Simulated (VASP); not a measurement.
Energy against volume of GaAs (zinc blende). These are r2SCAN+rVV10, VASP's PBE PAW potentials (set 64) (plane waves; VASP) values and carry that method's errors. Settings: 520 eV cut-off, 8×8×8 Γ-centred mesh, Gaussian smearing of 0.050 eV, potentials Ga_d As.

```json
[
 {"V (Å³/atom)": "21.193", "E (eV/atom)": "-13.22914"},
 {"V (Å³/atom)": "21.869", "E (eV/atom)": "-13.24556"},
 {"V (Å³/atom)": "22.545", "E (eV/atom)": "-13.25073"},
 {"V (Å³/atom)": "23.222", "E (eV/atom)": "-13.24632"}
]
```

Task: Fit these four points and predict the energy of the run at 23.898 Å³/atom.

Result: A cubic in V^(−2/3), the third-order Birch-Murnaghan form, passes through the four points with V0 = 22.55 Å³/atom and B0 = 75 GPa, and gives -13.2338 eV/atom there. The run gave -13.2338 eV/atom, -0.1 meV/atom from the fit; all five points give B0 = 75 GPa.

The compound is GaAs in the zinc blende structure. It was relaxed first.
